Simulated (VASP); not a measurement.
**A point defect in a supercell of CaPd3**

How easily does a point defect form in CaPd3? The host is relaxed first, then a supercell is run with and without the defect. The cell is invented: other elements were put on sites of a known structure type. It may not be a known or stable phase.

Main program and level: VASP 6.6.1; PBE; plane waves and PAW (Ca_pv, Pd), in the first sound run; inputs show where later runs differ.

Report form: the programs' logs are mostly left out.

## 1. The host crystal

It takes space group I4/mmm (No. 139, tetragonal). Conventional cell: a = 3.853 Å, b = 3.853 Å, c = 9.370 Å, α = 90.00°, β = 90.00°, γ = 90.00°. Nearest to Ca lie 12 Pd at 2.72 to 3.03 Å. Pd has 8 Pd at 2.72 to 3.03 Å and 4 Ca at 3.03 Å nearest. Nearest to Pd lie 4 Ca at 2.72 Å and 8 Pd at 3.03 Å. Farther neighbours are not listed.

## 2. Relaxing the host crystal

First cell and atoms are relaxed at a raised cutoff, so that later runs start from this functional's own cell.

Contents of INCAR:

```
SYSTEM = CaPd3
PREC = Accurate
ENCUT = 350
EDIFF = 1E-06
NELM = 120
ISMEAR = 0
SIGMA = 0.05
LREAL = .FALSE.
ALGO = Normal
GGA = PE
NBANDS = 25
LORBIT = 11
LWAVE = .FALSE.
LCHARG = .FALSE.
IBRION = 2
NSW = 40
ISIF = 3
EDIFFG = -0.02
POTIM = 0.4
```

Contents of POSCAR:

```
CaPd3
1.0
   -1.9267160900      1.9267160900      4.6851471900
    1.9267160900     -1.9267160900      4.6851471900
    1.9267160900      1.9267160900     -4.6851471900
Ca Pd
1 3
Direct
    0.0000000000      0.0000000000      0.0000000000
    0.7500000000      0.2500000000      0.5000000000
    0.2500000000      0.7500000000      0.5000000000
    0.5000000000      0.5000000000      0.0000000000
```

Contents of KPOINTS:

```
Automatic mesh
0
Gamma
7 7 7
0 0 0
```

PAW data sets: Ca_pv and Pd (PBE family, release 64).

The run is started by

```console
> export OMP_NUM_THREADS=8
> mpirun -np 1 vasp_std
```

Run time: 1.8 min. Hardware: 1 × NVIDIA H100 80GB HBM3, 81559 MiB with 1 MPI rank of AMD EPYC 7R13 (Zen 3), shared host; peak memory 1.7 GiB.

The k-mesh is coarse for a metal. The run keeps the 16 symmetry operations of its start, so it cannot find a distortion of lower symmetry.

The steps of the relaxation:

```
step  energy less that of the first step (eV)  largest force (eV/Å)  pressure (GPa)  volume (Å³)
   1                                   0.0000                0.0000            3.60        69.57
   2                                  -0.1867                0.0000           -1.78        72.69
   3                                  -0.2178                0.0000           -4.49        74.85
   4                                  -0.3567                0.0000           -1.35        71.84
   5                                  -0.3876                0.0000            0.93        70.13
   6                                  -0.3891                0.0000            1.74        69.57
   7                                  -0.4034                0.0000            0.44        70.47
   8                                  -0.4043                0.0000           -0.05        70.88
```

```
     cell as run  before   after   change
           a (Å)   5.420   4.969   -8.3 %
           b (Å)   5.420   4.969   -8.3 %
           c (Å)   5.420   4.969   -8.3 %
           α (°)  138.35  129.68   -6.3 %
           β (°)  138.35  129.68   -6.3 %
           γ (°)   60.36   73.93  +22.5 %
volume (Å³/atom)   17.39   17.72   +1.9 %
```

Final coordinates:

```xyz
4
Lattice="-2.1127 2.1127 3.9703 2.1127 -2.1127 3.9703 2.1127 2.1127 -3.9703" Properties=species:S:1:pos:R:3 pbc="T T T"
Ca    0.0000    0.0000    0.0000
Pd    0.0000    2.1127    1.9851
Pd    2.1127    0.0000    1.9851
Pd    0.0000    0.0000    3.9703
```

This step gave:

* electronic cycles: 74
* electrons: 38
* free energy (TOTEN): -19.42 eV
* energy at zero smearing: -19.42 eV
* Fermi energy: 7.097 eV
* labelled metallic, from the levels on this mesh: yes

The run ended after 8 ionic steps, 0.404 eV below its first step, once forces and stress met EDIFFG = -0.02.

## 3. The supercell without the defect

System of this step: CaPd3. The cell holds 64 atoms: 16 Ca and 48 Pd. Cell: a = 9.938 Å, b = 9.938 Å, c = 19.876 Å, α = 129.7°, β = 129.7°, γ = 73.9°. It derives from CaPd3.

The same cell, mesh and cutoff without the defect give the energy to subtract and, in a gapped host, the band edges to count from, so that most errors cancel.

Contents of INCAR:

```
SYSTEM = CaPd3
PREC = Normal
ENCUT = 300
EDIFF = 1E-05
NELM = 120
ISMEAR = 1
SIGMA = 0.2
LREAL = Auto
ALGO = Fast
GGA = PE
LORBIT = 11
LWAVE = .FALSE.
LCHARG = .FALSE.
```

Contents of POSCAR:

```
CaPd3
1.0
   -4.2253458848      4.2253458848      7.9405347334
    4.2253458848     -4.2253458848      7.9405347334
    8.4506917696      8.4506917696    -15.8810694668
Ca Pd
16 48
Direct
    0.0000000000      0.0000000000      0.0000000000
    0.0000000000      0.0000000000      0.2500000000
    0.0000000000      0.0000000000      0.5000000000
    0.0000000000      0.0000000000      0.7500000000
    0.0000000000      0.5000000000      0.0000000000
    0.0000000000      0.5000000000      0.2500000000
    0.0000000000      0.5000000000      0.5000000000
    0.0000000000      0.5000000000      0.7500000000
    0.5000000000      0.0000000000      0.0000000000
    0.5000000000      0.0000000000      0.2500000000
    0.5000000000      0.0000000000      0.5000000000
    0.5000000000      0.0000000000      0.7500000000
    0.5000000000      0.5000000000      0.0000000000
    0.5000000000      0.5000000000      0.2500000000
    0.5000000000      0.5000000000      0.5000000000
    0.5000000000      0.5000000000      0.7500000000
    0.3750000000      0.1250000000      0.1250000000
    0.3750000000      0.1250000000      0.3750000000
    0.3750000000      0.1250000000      0.6250000000
    0.3750000000      0.1250000000      0.8750000000
    0.3750000000      0.6250000000      0.1250000000
    0.3750000000      0.6250000000      0.3750000000
    0.3750000000      0.6250000000      0.6250000000
    0.3750000000      0.6250000000      0.8750000000
    0.8750000000      0.1250000000      0.1250000000
    0.8750000000      0.1250000000      0.3750000000
    0.8750000000      0.1250000000      0.6250000000
    0.8750000000      0.1250000000      0.8750000000
    0.8750000000      0.6250000000      0.1250000000
    0.8750000000      0.6250000000      0.3750000000
    0.8750000000      0.6250000000      0.6250000000
    0.8750000000      0.6250000000      0.8750000000
    0.1250000000      0.3750000000      0.1250000000
    0.1250000000      0.3750000000      0.3750000000
    0.1250000000      0.3750000000      0.6250000000
    0.1250000000      0.3750000000      0.8750000000
    0.1250000000      0.8750000000      0.1250000000
    0.1250000000      0.8750000000      0.3750000000
    0.1250000000      0.8750000000      0.6250000000
    0.1250000000      0.8750000000      0.8750000000
    0.6250000000      0.3750000000      0.1250000000
    0.6250000000      0.3750000000      0.3750000000
    0.6250000000      0.3750000000      0.6250000000
    0.6250000000      0.3750000000      0.8750000000
    0.6250000000      0.8750000000      0.1250000000
    0.6250000000      0.8750000000      0.3750000000
    0.6250000000      0.8750000000      0.6250000000
    0.6250000000      0.8750000000      0.8750000000
    0.2500000000      0.2500000000      0.0000000000
    0.2500000000      0.2500000000      0.2500000000
    0.2500000000      0.2500000000      0.5000000000
    0.2500000000      0.2500000000      0.7500000000
    0.2500000000      0.7500000000      0.0000000000
    0.2500000000      0.7500000000      0.2500000000
    0.2500000000      0.7500000000      0.5000000000
    0.2500000000      0.7500000000      0.7500000000
    0.7500000000      0.2500000000      0.0000000000
    0.7500000000      0.2500000000      0.2500000000
    0.7500000000      0.2500000000      0.5000000000
    0.7500000000      0.2500000000      0.7500000000
    0.7500000000      0.7500000000      0.0000000000
    0.7500000000      0.7500000000      0.2500000000
    0.7500000000      0.7500000000      0.5000000000
    0.7500000000      0.7500000000      0.7500000000
```

Contents of KPOINTS:

```
Automatic mesh
0
Gamma
5 5 5
0 0 0
```

Elapsed: 6.6 min, on 1 × NVIDIA H100 80GB HBM3, 81559 MiB with 1 MPI rank; peak memory 4 GiB.

This step gave:

* electronic cycles: 18
* electrons: 608
* free energy (TOTEN): -311.0161 eV
* energy at zero smearing: -311.0813 eV
* Fermi energy: 7.120 eV

The host is treated as a metal, as its relaxation found a gap under 0.3 eV or none, and only the neutral defect is run.

## 4. Reference Ag

This step: PBE; plane waves and PAW (Ag) (VASP 6.6.1).

System of this step: Ag. Symmetry: Fm-3m, No. 225, cubic system. The conventional cell has a = 4.090 Å, b = 4.090 Å, c = 4.090 Å, α = 90.00°, β = 90.00°, γ = 90.00°. Nearest to Ag lie 12 Ag at 2.89 Å.

The reference for Ag is its crystal, relaxed at the cutoff of the large cell.

Contents of INCAR:

```
SYSTEM = Ag
PREC = Normal
ENCUT = 300
EDIFF = 1E-05
NELM = 120
ISMEAR = 1
SIGMA = 0.1
LREAL = Auto
ALGO = Fast
GGA = PE
NBANDS = 11
LORBIT = 11
LWAVE = .FALSE.
LCHARG = .FALSE.
IBRION = 2
NSW = 25
ISIF = 3
EDIFFG = -0.02
POTIM = 0.4
```

Contents of POSCAR:

```
Ag
1.0
    0.0000000000      2.0450000000      2.0450000000
    2.0450000000      0.0000000000      2.0450000000
    2.0450000000      2.0450000000      0.0000000000
Ag
1
Direct
    0.0000000000      0.0000000000      0.0000000000
```

Contents of KPOINTS:

```
Automatic mesh
0
Gamma
11 11 11
0 0 0
```

PAW data sets: Ag (PBE family, release 64).

Run time: 23 s. Hardware: 1 × NVIDIA H100 80GB HBM3, 81559 MiB with 1 MPI rank; peak memory 1.7 GiB.

This run has no spin polarisation. Its electron count is odd, so without a moment it is a metal by construction. The run keeps the 48 symmetry operations of its start, so it cannot find a distortion of lower symmetry.

Step by step:

```
step  energy less that of the first step (eV)  largest force (eV/Å)  pressure (GPa)  volume (Å³)
   1                                   0.0000                0.0000            3.78        17.10
   2                                  -0.0076                0.0000           -0.18        17.92
   3                                  -0.0077                0.0000           -0.14        17.85
```

```
conventional cell, symmetrised  before  after  change
                         a (Å)   4.090  4.149  +1.4 %
                         b (Å)   4.090  4.149  +1.4 %
                         c (Å)   4.090  4.149  +1.4 %
              volume (Å³/atom)   17.10  17.85  +4.4 %
```

The relaxed structure:

```cif
data_structure
_symmetry_space_group_name_H-M 'P 1'
_symmetry_Int_Tables_number 1
_cell_length_a 2.9336
_cell_length_b 2.9336
_cell_length_c 2.9336
_cell_angle_alpha 60.000
_cell_angle_beta 60.000
_cell_angle_gamma 60.000
_cell_volume 17.85
loop_
_atom_site_label
_atom_site_type_symbol
_atom_site_fract_x
_atom_site_fract_y
_atom_site_fract_z
_atom_site_occupancy
Ag1 Ag 0.00000 0.00000 0.00000 1
```

Numbers from this step:

```yaml
electronic_cycles: 21
electrons: 11
free_energy_toten: -2.727 eV
energy_at_zero_smearing: -2.726 eV
fermi_energy: 8.097 eV
```

The run ended after 3 ionic steps, 0.008 eV below its first step, once forces and stress met EDIFFG = -0.02.

Energy at zero smearing: -2.72639 eV.

## 5. Reference Ca

This step: PBE; plane waves and PAW (Ca_pv) (VASP 6.6.1).

System of this step: Ca. Symmetry: Fm-3m, No. 225, cubic system. The conventional cell has a = 5.580 Å, b = 5.580 Å, c = 5.580 Å, α = 90.00°, β = 90.00°, γ = 90.00°. Nearest to Ca lie 12 Ca at 3.95 Å.

The reference for Ca is its crystal, relaxed at the cutoff of the large cell.

Changes to INCAR since step 4:

```diff
@@ -1,2 +1,2 @@
-SYSTEM = Ag
+SYSTEM = Ca
 PREC = Normal
@@ -10,3 +10,3 @@
 GGA = PE
-NBANDS = 11
+NBANDS = 10
 LORBIT = 11
```

Contents of POSCAR:

```
Ca
1.0
    0.0000000000      2.7900000000      2.7900000000
    2.7900000000      0.0000000000      2.7900000000
    2.7900000000      2.7900000000      0.0000000000
Ca
1
Direct
    0.0000000000      0.0000000000      0.0000000000
```

Contents of KPOINTS:

```
Automatic mesh
0
Gamma
8 8 8
0 0 0
```

PAW data sets: Ca_pv (PBE family, release 64).

Run time: 17 s. Hardware: 1 × NVIDIA H100 80GB HBM3, 81559 MiB with 1 MPI rank; peak memory 1.7 GiB.

Step by step:

```
step  energy less that of the first step (eV)  largest force (eV/Å)  pressure (GPa)  volume (Å³)
   1                                   0.0000                0.0000           -0.43        43.44
   2                                  -0.0016                0.0000           -0.30        42.86
   3                                  -0.0022                0.0000            0.29        41.51
   4                                  -0.0025                0.0000           -0.02        42.16
```

```
conventional cell, symmetrised  before  after  change
                         a (Å)   5.580  5.525  -1.0 %
                         b (Å)   5.580  5.525  -1.0 %
                         c (Å)   5.580  5.525  -1.0 %
              volume (Å³/atom)   43.44  42.16  -2.9 %
```

The relaxed structure:

```xyz
1
Lattice="0.0000 2.7624 2.7624 2.7624 0.0000 2.7624 2.7624 2.7624 0.0000" Properties=species:S:1:pos:R:3 pbc="T T T"
Ca    0.0000    0.0000    0.0000
```

Numbers from this step:

* electronic cycles: 28
* electrons: 8
* free energy (TOTEN): -1.919 eV
* energy at zero smearing: -1.919 eV
* Fermi energy: 2.150 eV

The run ended after 4 ionic steps, 0.003 eV below its first step, once forces and stress met EDIFFG = -0.02.

Energy at zero smearing: -1.91923 eV.

## 6. Reference Pd

This step: PBE; plane waves and PAW (Pd) (VASP 6.6.1).

System of this step: Pd. The structure is cubic, space group Fm-3m (No. 225). Conventional cell: a = 3.890 Å, b = 3.890 Å, c = 3.890 Å, α = 90.00°, β = 90.00°, γ = 90.00°. Nearest to Pd lie 12 Pd at 2.75 Å.

Pd is not exchanged here; its energy serves the host's formation enthalpy.

Changes to INCAR since step 5:

```diff
@@ -1,2 +1,2 @@
-SYSTEM = Ca
+SYSTEM = Pd
 PREC = Normal
@@ -10,3 +10,3 @@
 GGA = PE
-NBANDS = 10
+NBANDS = 11
 LORBIT = 11
```

Contents of POSCAR:

```
Pd
1.0
    0.0000000000      1.9450000000      1.9450000000
    1.9450000000      0.0000000000      1.9450000000
    1.9450000000      1.9450000000      0.0000000000
Pd
1
Direct
    0.0000000000      0.0000000000      0.0000000000
```

Contents of KPOINTS:

```
Automatic mesh
0
Gamma
12 12 12
0 0 0
```

Potentials, in the order of the species: Pd (PBE family, release 64).

Run time: 42 s. Hardware: 1 × NVIDIA H100 80GB HBM3, 81559 MiB with 1 MPI rank; peak memory 1.6 GiB.

Relaxation path:

```
step  energy less that of the first step (eV)  largest force (eV/Å)  pressure (GPa)  volume (Å³)
   1                                   0.0000                0.0000            6.51        14.72
   2                                  -0.0048                0.0000           -4.99        15.76
   3                                  -0.0118                0.0000           -0.24        15.31
   4                                  -0.0118                0.0000            0.23        15.28
   5                                  -0.0118                0.0000            0.21        15.28
   6                                  -0.0118                0.0000            0.20        15.29
```

```
conventional cell, symmetrised  before  after  change
                         a (Å)   3.890  3.940  +1.3 %
                         b (Å)   3.890  3.940  +1.3 %
                         c (Å)   3.890  3.940  +1.3 %
              volume (Å³/atom)   14.72  15.29  +3.9 %
```

Final coordinates:

```cif
data_structure
_symmetry_space_group_name_H-M 'P 1'
_symmetry_Int_Tables_number 1
_cell_length_a 2.7859
_cell_length_b 2.7859
_cell_length_c 2.7859
_cell_angle_alpha 60.000
_cell_angle_beta 60.000
_cell_angle_gamma 60.000
_cell_volume 15.29
loop_
_atom_site_label
_atom_site_type_symbol
_atom_site_fract_x
_atom_site_fract_y
_atom_site_fract_z
_atom_site_occupancy
Pd1 Pd 0.00000 0.00000 0.00000 1
```

This step gave:

| Item | Value |
| --- | --- |
| electronic cycles | 30 |
| electrons | 10 |
| free energy (TOTEN) | -5.224 eV |
| energy at zero smearing | -5.224 eV |
| Fermi energy | 9.158 eV |

The run ended after 6 ionic steps, 0.012 eV below its first step, once forces and stress met EDIFFG = -0.02.

Energy at zero smearing: -5.22352 eV.

## 7. Relaxing the defect

This step: PBE; plane waves and PAW (Ag, Ca_pv, Pd) (VASP 6.6.1).

System of this step: Ca15AgPd48. The cell holds 64 atoms: 1 Ag, 15 Ca and 48 Pd. Its edges and angles: a = 9.938 Å, b = 9.938 Å, c = 19.876 Å, α = 129.7°, β = 129.7°, γ = 73.9°. It derives from CaPd3. Nearest the centre at fractional (0.000, 0.000, 0.000): Ag1 at 0.00 Å, Pd37 at 2.90 Å, Pd33 at 2.90 Å, Pd25 at 2.90 Å, Pd40 at 2.90 Å, Pd48 at 2.90 Å, Pd28 at 2.90 Å, Pd17 at 2.90 Å.

The host is treated as a metal, since its gap is under 0.3 eV or closed. The run keeps 8 symmetry operations, which cuts the number of k-points but bars distortions that break them. The atoms relax at the host's fixed cell.

Contents of INCAR:

```
SYSTEM = Ca15AgPd48
PREC = Normal
ENCUT = 300
EDIFF = 1E-05
NELM = 120
ISMEAR = 1
SIGMA = 0.2
LREAL = Auto
ALGO = Fast
GGA = PE
LORBIT = 11
LWAVE = .FALSE.
LCHARG = .TRUE.
IBRION = 2
NSW = 50
ISIF = 2
EDIFFG = -0.03
POTIM = 0.4
MAXMIX = 40
ISYM = 2
```

Contents of POSCAR:

```
Ca15AgPd48
1.0
   -4.2253458848      4.2253458848      7.9405347334
    4.2253458848     -4.2253458848      7.9405347334
    8.4506917696      8.4506917696    -15.8810694668
Ag Ca Pd
1 15 48
Direct
    0.0000000000      0.0000000000      0.0000000000
    0.0000000000      0.0000000000      0.2500000000
    0.0000000000      0.0000000000      0.5000000000
    0.0000000000      0.0000000000      0.7500000000
    0.0000000000      0.5000000000      0.0000000000
    0.0000000000      0.5000000000      0.2500000000
    0.0000000000      0.5000000000      0.5000000000
    0.0000000000      0.5000000000      0.7500000000
    0.5000000000      0.0000000000      0.0000000000
    0.5000000000      0.0000000000      0.2500000000
    0.5000000000      0.0000000000      0.5000000000
    0.5000000000      0.0000000000      0.7500000000
    0.5000000000      0.5000000000      0.0000000000
    0.5000000000      0.5000000000      0.2500000000
    0.5000000000      0.5000000000      0.5000000000
    0.5000000000      0.5000000000      0.7500000000
    0.3750000000      0.1250000000      0.1250000000
    0.3750000000      0.1250000000      0.3750000000
    0.3750000000      0.1250000000      0.6250000000
    0.3750000000      0.1250000000      0.8750000000
    0.3750000000      0.6250000000      0.1250000000
    0.3750000000      0.6250000000      0.3750000000
    0.3750000000      0.6250000000      0.6250000000
    0.3750000000      0.6250000000      0.8750000000
    0.8750000000      0.1250000000      0.1250000000
    0.8750000000      0.1250000000      0.3750000000
    0.8750000000      0.1250000000      0.6250000000
    0.8750000000      0.1250000000      0.8750000000
    0.8750000000      0.6250000000      0.1250000000
    0.8750000000      0.6250000000      0.3750000000
    0.8750000000      0.6250000000      0.6250000000
    0.8750000000      0.6250000000      0.8750000000
    0.1250000000      0.3750000000      0.1250000000
    0.1250000000      0.3750000000      0.3750000000
    0.1250000000      0.3750000000      0.6250000000
    0.1250000000      0.3750000000      0.8750000000
    0.1250000000      0.8750000000      0.1250000000
    0.1250000000      0.8750000000      0.3750000000
    0.1250000000      0.8750000000      0.6250000000
    0.1250000000      0.8750000000      0.8750000000
    0.6250000000      0.3750000000      0.1250000000
    0.6250000000      0.3750000000      0.3750000000
    0.6250000000      0.3750000000      0.6250000000
    0.6250000000      0.3750000000      0.8750000000
    0.6250000000      0.8750000000      0.1250000000
    0.6250000000      0.8750000000      0.3750000000
    0.6250000000      0.8750000000      0.6250000000
    0.6250000000      0.8750000000      0.8750000000
    0.2500000000      0.2500000000      0.0000000000
    0.2500000000      0.2500000000      0.2500000000
    0.2500000000      0.2500000000      0.5000000000
    0.2500000000      0.2500000000      0.7500000000
    0.2500000000      0.7500000000      0.0000000000
    0.2500000000      0.7500000000      0.2500000000
    0.2500000000      0.7500000000      0.5000000000
    0.2500000000      0.7500000000      0.7500000000
    0.7500000000      0.2500000000      0.0000000000
    0.7500000000      0.2500000000      0.2500000000
    0.7500000000      0.2500000000      0.5000000000
    0.7500000000      0.2500000000      0.7500000000
    0.7500000000      0.7500000000      0.0000000000
    0.7500000000      0.7500000000      0.2500000000
    0.7500000000      0.7500000000      0.5000000000
    0.7500000000      0.7500000000      0.7500000000
```

Contents of KPOINTS:

```
Automatic mesh
0
Gamma
5 5 5
0 0 0
```

PAW data sets: Ag, Ca_pv and Pd (PBE family, release 64).

Elapsed: 51 min, on 1 × NVIDIA H100 80GB HBM3, 81559 MiB with 1 MPI rank.

The run was stopped at its time limit, so it gives no result of its own.

## 8. Results

```yaml
result: none
```

**Reading.** The session ends without its result: «relax the defect» met its time limit.

[Lines on the potential files, build, host, timing and source positions are cut from VASP's logs without a mark.]

[Logs are printed without paths, hosts, clocks, repeated set-up lines and the standing remarks that a program may print on its own settings, such as how far it seeks lower states.]

[Hosts, paths, dates, database ids (printed as entryN), source tags and the programs' standing remarks are cut or masked in the printed files.]

[In band tables of VASP the shares of atoms and orbitals are scaled to a sum of 1 inside the atoms' spheres.]

[Runs that stopped without an error message from VASP are left out.]
